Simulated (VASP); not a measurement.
The input files of a VASP run:

POSCAR:
```
Zr
1
    3.1852960000     0.0000000000     0.0000000000
   -1.5926480000     2.7585480000     0.0000000000
    0.0000000000     0.0000000000    10.2487130000
Zr
4
Direct
  0.0000000000   0.0000000000   0.0000000000
  0.0000000000   0.0000000000   0.5000000000
  0.3333330000   0.6666670000   0.2500000000
  0.6666670000   0.3333330000   0.7500000000
```

KPOINTS:
```
Automatic mesh
0
Gamma
10 10 3
0 0 0
```

### INCAR
```
SYSTEM = Zr
PREC = Accurate
ENCUT = 300
EDIFF = 1E-6
NELM = 100
ALGO = Normal
LREAL = .FALSE.
LASPH = .TRUE.
ISMEAR = 0
SIGMA = 0.2
LMAXMIX = 4
LWAVE = .FALSE.
LCHARG = .FALSE.
ISIF = 2
```

POTCAR, in this order: Zr_sv (LDA.64 set). Program: vasp_std.

Q: Write an equivalent input for Quantum ESPRESSO's pw.x.

A: One equivalent input (not run):
```
&CONTROL
  calculation = 'scf'
  pseudo_dir = './pseudo'
  outdir = './out'
  tprnfor = .true.
  tstress = .true.
/
&SYSTEM
  ibrav = 0
  nat = 4
  ntyp = 1
  ecutwfc = 70
  occupations = 'smearing'
  smearing = 'gaussian'
  degauss = 0.0147
  input_dft = 'pz'
/
&ELECTRONS
  conv_thr = 7.3e-08
  electron_maxstep = 100
/
ATOMIC_SPECIES
  Zr 91.224 Zr.upf
CELL_PARAMETERS angstrom
     3.1852960    0.0000000    0.0000000
    -1.5926480    2.7585480    0.0000000
     0.0000000    0.0000000   10.2487130
ATOMIC_POSITIONS crystal
  Zr   0.0000000  0.0000000  0.0000000
  Zr   0.0000000  0.0000000  0.5000000
  Zr   0.3333330  0.6666670  0.2500000
  Zr   0.6666670  0.3333330  0.7500000
K_POINTS automatic
  10 10 3 0 0 0
```
The two are equivalent in intent, not identical: the potentials are each code's own (VASP's PAW set, PseudoDojo norm-conserving files in pw.x), so ENCUT and ecutwfc are chosen apart and not converted; conv_thr bounds pw.x's estimated SCF error, while EDIFF bounds the energy change between steps.

The structure was generated: Zr was put into an ordered model structure, which need not be its known phase. The cell was not relaxed at this level.
